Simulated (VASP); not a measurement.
Given:

```xyz
2
Lattice="0.0000 3.0250 3.0250 3.0250 0.0000 3.0250 3.0250 3.0250 0.0000" Properties=species:S:1:pos:R:3 pbc="T T T"
Cd     0.0000     0.0000     0.0000
Se     1.5125     1.5125     1.5125
```

These are PBE GGA, VASP's PBE PAW potentials (set 64) (plane waves; VASP 6.6.1) values and carry that method's errors. Run with 400 eV cut-off, 6×6×6 Γ-centred mesh, Gaussian smearing of 0.050 eV, potentials Cd Se.

**Question.** Predict the energy per atom (σ→0), pressure, band gap (on the k-mesh) with the smallest direct gap where there is one.

**Answer.** 
```yaml
band gap (on the k-mesh): 0.64 eV
smallest direct gap (on the k-mesh): 0.64 eV
energy per atom (σ→0): -2.720 eV/atom
pressure: 3.77 GPa
```

Total energies compare only between runs with the same potentials, cut-off and functional.

The compound is CdSe in the zinc blende structure, whereas wurtzite is the usual form. The cell was not relaxed at this level.
